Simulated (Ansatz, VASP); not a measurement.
**TaN in two plane-wave programs**

One calculation is typed for both programs; each brings its own data sets. How far apart do they land? The cell is taken from a series of runs on this material, whose earlier steps may have relaxed, scaled, displaced or heated it; both programs get it as it stands.

Main program and level: Ansatz 0.2.0; plane waves, with VASP 6.6.1 beside it; zone-centre phonons at LDA.

## Step 1: The starting structure

It takes space group Immm (No. 71, orthorhombic). Conventional cell: a = 3.013 Å, b = 3.123 Å, c = 4.349 Å, α = 90.00°, β = 90.00°, γ = 90.00°. N has 6 Ta at 2.17 Å nearest. Nearest to Ta lie 6 N at 2.17 Å. Farther neighbours and most contacts between anions are not listed.

## Step 2: VASP: zone-centre phonons, LDA

Second derivatives magnify differences that forces hide, and they need a tight electronic threshold.

Lines of VASP's logs that name or quote its potential files are left out, and so is its time.

File INCAR:

```
SYSTEM = TaN
PREC = Accurate
ENCUT = 600
EDIFF = 1E-08
NELM = 120
ISMEAR = 1
SIGMA = 0.2
LREAL = .FALSE.
ALGO = Normal
GGA = PW92
NBANDS = 14
LASPH = .TRUE.
LORBIT = 11
LWAVE = .FALSE.
LCHARG = .FALSE.
ISIF = 2
IBRION = 8
GGA_COMPAT = .FALSE.
KPAR = 2
```

File POSCAR:

```
TaN
1.0
   -0.0388494607      2.1691814247      2.1744205809
    2.1691814247     -0.0388494607      2.1744205809
    2.1303319640      2.1303319640      0.0000000000
N Ta
1 1
Direct
    0.0000000000      0.0000000000      0.0000000000
    0.5000000000      0.5000000000      0.5000000000
```

File KPOINTS:

```
Automatic mesh
0
Gamma
16 16 16
0 0 0
```

The projector-augmented-wave data sets are N and Ta_pv (LDA family, release 64).

Started as:

```bash
$ mpirun -np 2 vasp_std
```

Numbers of over 12 decimals in the logs are rounded to 6 here.

Output:

```text
[banner, memory and clock lines left out]
running    2 mpi-ranks, on    1 nodes
 distrk:  each k-point on    1 cores,    2 groups
 distr:  one band on    1 cores,    1 groups

 POSCAR found type information on POSCAR N Ta
 POSCAR found :  2 types and       2 ions
|                                                                             |
|               ----> ADVICE to this user running VASP <----                  |
|                                                                             |
|     You enforced a specific xc type in the INCAR file but a different       |
|     [... a line on the potential file left out ...]
|     I HOPE YOU KNOW WHAT YOU ARE DOING!                                     |
|                                                                             |

 LDA part: xc-table for (Slater(with rela. corr.)+PW92), standard interpolation
 POSCAR, INCAR and KPOINTS ok, starting setup
 FFT: planning ... GRIDC
 FFT: planning ... GRID_SOFT
 FFT: planning ... GRID
 WAVECAR not read
 entering main loop
       N       E                     dE             d eps       ncg     rms          rms(c)
DAV:   1     0.940100452123E+02    0.94010E+02   -0.97823E+03 17396   0.135E+03
DAV:   2    -0.241534471930E+02   -0.11816E+03   -0.11131E+03 21180   0.330E+02
DAV:   3    -0.271717628585E+02   -0.30183E+01   -0.29875E+01 19992   0.473E+01
DAV:   4    -0.271861160094E+02   -0.14353E-01   -0.14347E-01 20520   0.349E+00
DAV:   5    -0.271862186959E+02   -0.10269E-03   -0.10268E-03 20052   0.266E-01    0.259E+01
DAV:   6    -0.242920640350E+02    0.28942E+01   -0.65374E+00 18768   0.283E+01    0.109E+01
DAV:   7    -0.241873716986E+02    0.10469E+00   -0.38147E-01 22398   0.562E+00    0.734E+00
DAV:   8    -0.241492578292E+02    0.38114E-01   -0.12278E-01 21480   0.315E+00    0.123E+00
DAV:   9    -0.241460054682E+02    0.32524E-02   -0.91232E-03 20232   0.835E-01    0.265E-01
DAV:  10    -0.241458385525E+02    0.16692E-03   -0.44571E-04 23292   0.263E-01    0.798E-02
DAV:  11    -0.241458213860E+02    0.17166E-04   -0.40010E-05 18804   0.694E-02    0.147E-02
DAV:  12    -0.241458212067E+02    0.17935E-06   -0.23387E-06 22464   0.148E-02    0.354E-03
DAV:  13    -0.241458211872E+02    0.19532E-07   -0.70301E-08 19950   0.252E-03    0.805E-04
DAV:  14    -0.241458211883E+02   -0.11275E-08   -0.28298E-09 14130   0.586E-04
   1 F= -.24145821E+02 E0= -.24145260E+02  d E =-.168436E-02
 Linear response reoptimize wavefunctions to high precision
DAV:   1    -0.241458211879E+02    0.38244E-09   -0.66188E-10 13770   0.273E-04
DAV:   2    -0.241458211879E+02   -0.63665E-11   -0.10109E-10 10896   0.896E-05
 Linear response DOF=           4
 Linear response progress:
  Degree of freedom:   1/  4
       N       E                     dE             d eps       ncg     rms          rms(c)
RMM:   1    -0.233418418689E+00   -0.23342E+00    0.15188E-01 66344   0.299E+00
RMM:   2    -0.229363256067E+00    0.40552E-02   -0.43306E-03 52564   0.504E-01    0.160E-01
RMM:   3    -0.230230414225E+00   -0.86716E-03   -0.93503E-04 47333   0.187E-01    0.812E-02
RMM:   4    -0.231611762673E+00   -0.13813E-02   -0.47842E-04 48275   0.130E-01    0.221E-02
RMM:   5    -0.231716194350E+00   -0.10443E-03   -0.20019E-05 55513   0.324E-02    0.303E-03
RMM:   6    -0.231719232083E+00   -0.30377E-05   -0.17352E-06 55272   0.726E-03    0.770E-04
RMM:   7    -0.231711288786E+00    0.79433E-05   -0.17020E-07 55499   0.195E-03    0.355E-04
RMM:   8    -0.231712807810E+00   -0.15190E-05   -0.20827E-08 60198   0.649E-04    0.128E-04
RMM:   9    -0.231712632006E+00    0.17580E-06   -0.61911E-12 59004   0.211E-04    0.228E-05
RMM:  10    -0.231712432355E+00    0.19965E-06   -0.39477E-09 62174   0.718E-05    0.130E-05
RMM:  11    -0.231712444109E+00   -0.11754E-07   -0.48385E-09 59859   0.224E-05    0.496E-06
RMM:  12    -0.231712476306E+00   -0.32197E-07   -0.23732E-08 56210   0.105E-05    0.193E-06
RMM:  13    -0.231712474768E+00    0.15380E-08   -0.19002E-08 41792   0.504E-06    0.523E-07
 first order change of Fermi-energy  -0.84604E-04
 force on displaced ion       1 direction 1 :  -9.159   0.373   0.000
 Linear response progress:
  Degree of freedom:   2/  4
       N       E                     dE             d eps       ncg     rms          rms(c)
RMM:   1    -0.232766738052E+00   -0.23277E+00    0.15733E-01 37122   0.298E+00
RMM:   2    -0.229288150824E+00    0.34786E-02   -0.42788E-03 29683   0.498E-01    0.160E-01
RMM:   3    -0.230150975774E+00   -0.86282E-03   -0.92754E-04 26569   0.186E-01    0.807E-02
RMM:   4    -0.231529052882E+00   -0.13781E-02   -0.47811E-04 26949   0.130E-01    0.220E-02
RMM:   5    -0.231631007408E+00   -0.10195E-03   -0.19803E-05 31209   0.323E-02    0.297E-03
RMM:   6    -0.231632962275E+00   -0.19549E-05   -0.16332E-06 30992   0.717E-03    0.747E-04
RMM:   7    -0.231625404861E+00    0.75574E-05   -0.16414E-07 31049   0.190E-03    0.346E-04
RMM:   8    -0.231627022685E+00   -0.16178E-05   -0.31135E-08 33443   0.640E-04    0.107E-04
RMM:   9    -0.231626677672E+00    0.34501E-06   -0.27884E-09 32646   0.210E-04    0.246E-05
RMM:  10    -0.231626475140E+00    0.20253E-06   -0.16005E-08 34780   0.727E-05    0.129E-05
RMM:  11    -0.231626493075E+00   -0.17935E-07    0.34146E-09 32734   0.233E-05    0.488E-06
RMM:  12    -0.231626522143E+00   -0.29067E-07    0.51364E-09 31754   0.983E-06    0.161E-06
RMM:  13    -0.231626521359E+00    0.78395E-09    0.43666E-09 21998   0.505E-06    0.336E-07
 first order change of Fermi-energy  -0.72974E-04
 force on displaced ion       1 direction 3 :  -0.000  -0.000  -8.368
 Linear response progress:
  Degree of freedom:   3/  4
       N       E                     dE             d eps       ncg     rms          rms(c)
RMM:   1    -0.133922898613E+00   -0.13392E+00    0.11398E+01 32012   0.240E+01
RMM:   2    -0.162793923108E+00   -0.28871E-01   -0.27553E-02 48772   0.146E+00    0.111E-01
RMM:   3    -0.162151362424E+00    0.64256E-03   -0.20611E-03 57021   0.283E-01    0.512E-02
RMM:   4    -0.161715534652E+00    0.43583E-03   -0.16710E-04 61662   0.861E-02    0.187E-02
RMM:   5    -0.161544154769E+00    0.17138E-03   -0.16982E-05 61955   0.241E-02    0.483E-03
RMM:   6    -0.161532374190E+00    0.11781E-04   -0.24745E-06 59200   0.862E-03    0.836E-04
RMM:   7    -0.161530653741E+00    0.17204E-05   -0.10982E-06 62815   0.245E-03    0.299E-04
RMM:   8    -0.161532273714E+00   -0.16200E-05   -0.14912E-07 66325   0.850E-04    0.870E-05
RMM:   9    -0.161533186191E+00   -0.91248E-06   -0.13057E-07 62587   0.329E-04    0.410E-05
RMM:  10    -0.161533598736E+00   -0.41254E-06   -0.13622E-07 58096   0.205E-04    0.760E-06
RMM:  11    -0.161533601082E+00   -0.23462E-08   -0.53138E-08 68619   0.895E-05    0.518E-06
 first order change of Fermi-energy   0.30338E-03
 force on displaced ion       2 direction 1 :  -9.159   0.376   0.000
 Linear response progress:
  Degree of freedom:   4/  4
       N       E                     dE             d eps       ncg     rms          rms(c)
RMM:   1    -0.135153931282E+00   -0.13515E+00    0.11325E+01 18307   0.238E+01
RMM:   2    -0.163554742026E+00   -0.28401E-01   -0.27386E-02 27434   0.146E+00    0.108E-01
RMM:   3    -0.162940914875E+00    0.61383E-03   -0.19632E-03 31839   0.274E-01    0.502E-02
RMM:   4    -0.162516157184E+00    0.42476E-03   -0.15685E-04 34223   0.825E-02    0.183E-02
RMM:   5    -0.162348449074E+00    0.16771E-03   -0.13418E-05 34663   0.234E-02    0.465E-03
RMM:   6    -0.162338112338E+00    0.10337E-04   -0.19809E-06 33044   0.843E-03    0.813E-04
RMM:   7    -0.162336838758E+00    0.12736E-05    0.10023E-06 34893   0.242E-03    0.288E-04
RMM:   8    -0.162338468177E+00   -0.16294E-05   -0.27499E-07 36891   0.854E-04    0.824E-05
RMM:   9    -0.162339327445E+00   -0.85927E-06   -0.39101E-07 34819   0.343E-04    0.444E-05
RMM:  10    -0.162339805004E+00   -0.47756E-06   -0.27228E-07 32236   0.225E-04    0.867E-06
RMM:  11    -0.162339862175E+00   -0.57171E-07   -0.24056E-07 37741   0.100E-04    0.569E-06
RMM:  12    -0.162339848368E+00    0.13807E-07   -0.13995E-07 34204   0.533E-05    0.127E-06
RMM:  13    -0.162339846447E+00    0.19206E-08   -0.85979E-08 32110   0.289E-05    0.181E-06
 first order change of Fermi-energy   0.24964E-03
 force on displaced ion       2 direction 3 :  -0.000  -0.000  -8.368
 Linear response finished
```

Parts of OUTCAR (step 2):

```text
ion  position               nearest neighbor table
   1  0.000  0.000  0.000-   2 2.17   2 2.17   2 2.17   2 2.17   2 2.17   2 2.17
   2  0.500  0.500  0.500-   1 2.17   1 2.17   1 2.17   1 2.17   1 2.17   1 2.17

  LATTYP: Found a body centered orthorhombic cell.
 ALAT       =     3.0127443558
 B/A-ratio  =     1.0364726825
 C/A-ratio  =     1.4434816394

 Subroutine GETGRP returns: Found  8 space group operations
 (whereof  8 operations were pure point group operations)

The static configuration has the point symmetry D_2h.

 Found    621 irreducible k-points:

   k-points           NKPTS =    621   k-points in BZ     NKDIM =    621   number of bands    NBANDS=     14

   dimension x,y,z NGX =    28 NGY =   28 NGZ =   24
   dimension x,y,z NGXF=    56 NGYF=   56 NGZF=   48

   ENCUT  =  600.0 eV  44.10 Ry    6.64 a.u.   6.13  6.13  6.02*2*pi/ulx,y,z

   NELECT =      16.0000    total number of electrons

 k-points in reciprocal lattice and weights: Automatic mesh
   0.00000000  0.00000000  0.00000000       0.000
   0.06250000 -0.00000000  0.00000000       0.001
   0.12500000 -0.00000000  0.00000000       0.001
   0.18750000 -0.00000000  0.00000000       0.001
   0.25000000 -0.00000000  0.00000000       0.001
   0.31250000  0.00000000  0.00000000       0.001
   0.37500000 -0.00000000  0.00000000       0.001
   0.43750000  0.00000000  0.00000000       0.001
   0.50000000 -0.00000000  0.00000000       0.000
[...]
0.25000000  0.25000000  0.50000000       0.000
  -0.25000000  0.25000000  0.50000000       0.000

 average (electrostatic) potential at core
       1 -60.5970       2 -34.7333

  Total        0.5548103      0.5548103      0.2318868      0.3201996      0.0000000      0.0000000
  in kB       43.4539388     43.4539388     18.1618760     25.0787235      0.0000000      0.0000000
  external PRESSURE =      35.0232512 kB  Pullay stress =       0.0000000 kB

  energy-cutoff  :      600.00
  volume of cell :       20.46
      direct lattice vectors                 reciprocal lattice vectors
    -0.038849461  2.169181425  2.174420581    -0.226446108  0.226446108  0.229946315
     2.169181425 -0.038849461  2.174420581     0.226446108 -0.226446108  0.229946315
     2.130331964  2.130331964  0.000000000     0.234705205  0.234705205 -0.229946315

 POSITION                                       TOTAL-FORCE (eV/Angst)
 -----------------------------------------------------------------------------------
      0.00000      0.00000      0.00000        -0.000000      0.000000      0.000000
      2.13033      2.13033      2.17442         0.000000     -0.000000      0.000000
 -----------------------------------------------------------------------------------
    total drift:                                0.000000      0.000000      0.000000

 Eigenvectors and eigenvalues of the dynamical matrix
 ----------------------------------------------------

   1 f  =   13.389052 THz    84.125892 2PiTHz  446.610686 cm-1    55.372643 meV
             X         Y         Z           dx          dy          dz
      0.000000  0.000000  0.000000    -0.681234    0.681234    0.000000
      2.130332  2.130332  2.174421     0.189526   -0.189526   -0.000000

   2 f  =   12.854193 THz    80.765276 2PiTHz  428.769723 cm-1    53.160646 meV
             X         Y         Z           dx          dy          dz
      0.000000  0.000000  0.000000    -0.681248   -0.681248    0.000000
      2.130332  2.130332  2.174421     0.189474    0.189474   -0.000000

   3 f  =   12.545130 THz    78.823379 2PiTHz  418.460507 cm-1    51.882467 meV
             X         Y         Z           dx          dy          dz
      0.000000  0.000000  0.000000     0.000000    0.000000    0.963422
      2.130332  2.130332  2.174421    -0.000000    0.000000   -0.267988

   4 f/i=    0.000027 THz     0.000171 2PiTHz    0.000907 cm-1     0.000112 meV
             X         Y         Z           dx          dy          dz
      0.000000  0.000000  0.000000     0.000000    0.000000    0.267988
      2.130332  2.130332  2.174421     0.000000    0.000000    0.963422

   5 f/i=    0.000442 THz     0.002776 2PiTHz    0.014735 cm-1     0.001827 meV
             X         Y         Z           dx          dy          dz
      0.000000  0.000000  0.000000    -0.189474   -0.189474    0.000000
      2.130332  2.130332  2.174421    -0.681248   -0.681249    0.000000

   6 f/i=    0.000547 THz     0.003435 2PiTHz    0.018235 cm-1     0.002261 meV
             X         Y         Z           dx          dy          dz
      0.000000  0.000000  0.000000     0.189526   -0.189525    0.000000
      2.130332  2.130332  2.174421     0.681234   -0.681234    0.000000

 ELASTIC MODULI CONTR FROM IONIC RELAXATION (kBar)
 Direction    XX          YY          ZZ          XY          YZ          ZX
 --------------------------------------------------------------------------------
 XX           0.0000      0.0000      0.0000      0.0000      0.0000      0.0000
 YY           0.0000      0.0000      0.0000      0.0000      0.0000      0.0000
 ZZ           0.0000      0.0000      0.0000      0.0000      0.0000      0.0000
 XY           0.0000      0.0000      0.0000      0.0000      0.0000      0.0000
 YZ           0.0000      0.0000      0.0000      0.0000      0.0000      0.0000
 ZX           0.0000      0.0000      0.0000      0.0000      0.0000      0.0000
 --------------------------------------------------------------------------------
```

(Part 1 of 2 ends here.)

[Lines on the potential files, build, host, timing and source positions are cut from VASP's logs without a mark.]

[Logs are printed without paths, hosts, clocks, repeated set-up lines and the standing remarks that a program may print on its own settings, such as how far it seeks lower states.]

[Hosts, paths, dates, database ids (printed as entryN), source tags and the programs' standing remarks are cut or masked in the printed files.]
